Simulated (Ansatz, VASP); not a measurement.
## Two plane-wave programs on Be2ZnSe3

The input INCAR:

```
SYSTEM = Be2ZnSe3
ALGO = Normal
EDIFF = 1E-7
ENCUT = 520
GGA = PE
ISIF = 2
ISMEAR = 0
LASPH = .True.
LCHARG = .True.
LELF = .True.
LREAL = .False.
LVHAR = .True.
LWAVE = .False.
NBANDS = 26
NELM = 100
PREC = Accurate
SIGMA = 0.1
```

KPOINTS

```
k-points
0
Gamma
  6 6 2
  0 0 0
```

File POSCAR:

```
Be2ZnSe3
1.0
    3.7899661000      0.0000000000      0.0000000000
   -1.8949831000      3.2822069000      0.0000000000
    0.0000000000      0.0000000000      9.3406561000
Be Zn Se
2 1 3
Direct
    0.0000000000      0.0000000000      0.0084440000
    0.6666667000      0.3333333000      0.3242370000
    0.3333333000      0.6666667000      0.6631090000
    0.0000000000      0.0000000000      0.7700450000
    0.3333333000      0.6666667000      0.3998320000
    0.6666667000      0.3333333000      0.0843330000
```

Input for Ansatz:

```yaml
crystal:
  lattice:
    - [3.7899661, 0.0, 0.0]
    - [-1.8949831, 3.2822069, 0.0]
    - [0.0, 0.0, 9.3406561]
  atoms:
    - { symbol: Be, position: [0.0, 0.0, 0.008444] }
    - { symbol: Be, position: [0.6666667, 0.3333333, 0.324237] }
    - { symbol: Zn, position: [0.3333333, 0.6666667, 0.663109] }
    - { symbol: Se, position: [0.0, 0.0, 0.770045] }
    - { symbol: Se, position: [0.3333333, 0.6666667, 0.399832] }
    - { symbol: Se, position: [0.6666667, 0.3333333, 0.084333] }
basis:
  ecutwfc: 420
kpoints:
  mp_grid: { grid: [6, 6, 2] }
hamiltonian:
  xc: pbe
scf:
  occupations: { method: gaussian, width: 0.1 }
  lower_state_search: "off"
output:
  forces: true
  stress: true
  eigenvalues: true
```

Alike in both runs: task single point; functional PBE; k mesh 6 × 6 × 2; occupations gaussian, width 0.1 eV; no spin polarisation.

|  | VASP | Ansatz |
| --- | --- | --- |
| version | VASP 6.6.1 | Ansatz 0.2.0 |
| potentials or method | VASP PAW PBE potentials, release 64 (Be, Zn, Se) | scalar-relativistic, plane waves, PAW |
| plane-wave cutoff (eV) | 520 | 420 |
| valence electrons in the cell | 34 | 64 |

|  | VASP | Ansatz | Ansatz less VASP |
| --- | --- | --- | --- |
| gap on the k mesh at the Fermi level (eV) | 2.36 | 2.37 | +0.010 |
| least direct gap on the mesh (eV) | 2.52 | 2.52 | -0.002 |
| pressure (GPa) | 0.2 | 0.0 | -0.20 |
| largest component of the traceless stress (GPa) | 0.08 | 0.09 | +0.009 |
| rms of the force components (eV/Å) | 0.006 | 0.003 | -0.0037 |

Atom by atom the forces differ by 0.004 eV/Å (rms over components). The two sets of potentials don't hold the same shells in valence.

A k mesh can miss the band edges.
